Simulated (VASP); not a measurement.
Input:

```
InPd
1.0
    3.12700     0.00000     0.00000
    0.00000     3.12700     0.00000
    0.00000     0.00000     3.12700
In Pd
1 1
Cartesian
  1.56350   1.56350   1.56350
  0.00000   0.00000   0.00000
```

The numbers are results of PBE GGA, VASP's PBE PAW potentials (set 64) (plane waves; VASP), not measurements. Settings: 500 eV cut-off, 12×12×12 Γ-centred mesh, first-order Methfessel-Paxton smearing of 0.10 eV, potentials In_d Pd.

Energy and stress use the plane-wave basis of the starting cell.

**Question.** The ions, cell shape and volume at an external pressure of 45.0 GPa are relaxed. What does this cell relax into?

**Answer.** 
```
InPd
1.0
    3.07434     0.00000     0.00000
    0.00000     3.07434     0.00000
    0.00000     0.00000     3.07434
In Pd
1 1
Cartesian
  1.53717   1.53717   1.53717
  0.00000   0.00000   0.00000
```
Space group Pm-3m (221), at a tolerance of 0.03 Å.

**Question.** How do energy and volume change from the first to the last step?

**Answer.** The energy (σ→0) changes by +175.6 meV/atom and the volume by -5.0 %, in 4 ionic steps.

```
step  E(σ→0) (eV)  max force (eV/Å)  pressure (GPa)  volume (Å³)
----  -----------  ----------------  --------------  -----------
1         -8.3100             0.000           29.97        30.58
2         -5.8298             0.000          120.80        24.66
3         -7.9806             0.000           43.91        29.14
4         -7.9589             0.000           44.82        29.06
```

The compound is PdIn in the CsCl type structure. This run relaxes it under an external pressure of 45 GPa. Symmetry was kept, so distortions that lower it aren't found. The electron count is odd and the run is not spin-polarised, which forces a metal.
